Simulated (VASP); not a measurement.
The system is GaN.

```
CELL_PARAMETERS angstrom
3.18000 0.00000 0.00000
-1.59000 2.75396 0.00000
0.00000 0.00000 5.16600
ATOMIC_POSITIONS crystal
Ga 0.33333 0.66667 0.00000
Ga 0.66667 0.33333 0.50000
N 0.33333 0.66667 0.37500
N 0.66667 0.33333 0.87500
```

```yaml
Program: VASP 6.6.1
Task: relaxation of cell and atoms
Functional: PBE
Potentials_or_basis: VASP PAW PBE potentials, release 64 (Ga_d, N)
Cutoff: 600 eV
k_mesh: 12 × 12 × 5
Occupations: gaussian, width 0.03 eV
Spin: no spin polarisation
```

At the start: pressure 7.2 GPa; volume 11.31 Å³/atom.

Where does the relaxation end?

Over 5 steps the energy falls by 10.1 meV/atom and the volume is 11.75 Å³/atom (+3.9 %); space group P6_3mc (No. 186, to 0.05 Å).

Step by step:
| step | energy change (eV) | largest force (eV/Å) | pressure (GPa) | volume (Å³) |
| --- | --- | --- | --- | --- |
| 1 | 0.0000 | 0.1346 | 7.17 | 45.24 |
| 2 | -0.0118 | 0.0620 | -5.27 | 48.64 |
| 3 | -0.0402 | 0.0105 | -0.03 | 47.03 |
| 4 | -0.0402 | 0.0127 | 0.13 | 47.00 |
| 5 | -0.0403 | 0.0073 | 0.09 | 47.00 |

Final structure:
```
Ga N
1.0
     3.21715    0.00000    0.00000
    -1.60857    2.78613    0.00000
     0.00000    0.00000    5.24347
Ga N
2 2
Cartesian
  0.0000 1.8574 5.2395
  1.6086 0.9287 2.6178
  0.0000 1.8574 1.9703
  1.6086 0.9287 4.5920
```
